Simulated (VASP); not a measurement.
VASP ran on this input.

File POSCAR:
```
BaF2
1
    0.0000000000     3.0881704996     3.0881704996
    3.0881704996     0.0000000000     3.0881704996
    3.0881704996     3.0881704996     0.0000000000
Ba F
1 2
Direct
  0.0000000000   0.0000000000   0.0000000000
  0.2500000000   0.2500000000   0.2500000000
  0.7500000000   0.7500000000   0.7500000000
```

KPOINTS:
```
Automatic
0
Gamma
6 6 6
0 0 0
```

INCAR:
```
ALGO=Normal
EDIFF=1E-6
EDIFFG=-0.02
ENCUT=620
GGA=PS
IBRION=2
ISIF=3
ISMEAR=0
LASPH=.True.
LCHARG=.False.
LMAXMIX=4
LREAL=.False.
LWAVE=.False.
NELM=100
NSW=40
PREC=Accurate
PSTRESS=50
SIGMA=0.05
SYSTEM=BaF2
```

POTCAR, in this order: Ba_sv F (PBE.64 set). Program: vasp_std.

### Question
Translate this PBEsol calculation to Quantum ESPRESSO's pw.x.

### Answer
One equivalent input (not run):
```
&CONTROL
  calculation = 'vc-relax'
  pseudo_dir = './pseudo'
  outdir = './out'
  tprnfor = .true.
  tstress = .true.
  nstep = 40
  forc_conv_thr = 0.00078
/
&SYSTEM
  ibrav = 0
  nat = 3
  ntyp = 2
  ecutwfc = 84
  occupations = 'smearing'
  smearing = 'gaussian'
  degauss = 0.003675
  input_dft = 'pbesol'
/
&ELECTRONS
  conv_thr = 7.3e-08
  electron_maxstep = 100
/
&IONS
/
&CELL
  press = 50
/
ATOMIC_SPECIES
  Ba 137.327 Ba.upf
  F 18.998 F.upf
CELL_PARAMETERS angstrom
     0.0000000    3.0881705    3.0881705
     3.0881705    0.0000000    3.0881705
     3.0881705    3.0881705    0.0000000
ATOMIC_POSITIONS crystal
  Ba   0.0000000  0.0000000  0.0000000
  F    0.2500000  0.2500000  0.2500000
  F    0.7500000  0.7500000  0.7500000
K_POINTS automatic
  6 6 6 0 0 0
```
The two are equivalent in intent, not identical: the potentials are each code's own (VASP's PAW set, PseudoDojo norm-conserving files in pw.x), so ENCUT and ecutwfc are chosen apart and not converted; conv_thr bounds pw.x's estimated SCF error, while EDIFF bounds the energy change between steps; forc_conv_thr acts on force components and is met together with etot_conv_thr.

The compound is BaF2 in the fluorite structure. This run relaxes it under an external pressure of 5 GPa. Symmetry was kept, so distortions that lower it aren't found.
